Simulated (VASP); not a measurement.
NiC (relaxed from the NiAs type structure, space group P6_3/mmc): computed properties

Computed with r2SCAN meta-GGA, VASP's PBE PAW potentials (set 64) (plane waves; VASP 6.6.1).

```yaml
space_group: P6_3/mmc (194)
cell: a = 2.785 Å, b = 2.785 Å, c = 4.869 Å, α = 90.00°, β = 90.00°, γ = 120.00°
volume_per_atom: 8.18 Å^3/atom
band gap (over mesh and band path): none (metal, semimetal or under 0.01 eV)
density: 7.18 g/cm³
```

```xyz
4
Lattice="2.7855 0.0000 0.0000 -1.3927 2.4123 0.0000 0.0000 0.0000 4.8695" Properties=species:S:1:pos:R:3 pbc="T T T"
Ni     2.7855     0.0000     4.8695
Ni     2.7855     0.0000     2.4347
C      0.0000     1.6082     1.2174
C      1.3927     0.8041     3.6521
```

The structure was generated: NiC was put into the NiAs type type (P6_3/mmc), which need not be its known phase. It was relaxed first, which changed the volume by -16 %. Symmetry was kept, so distortions that lower it aren't found.
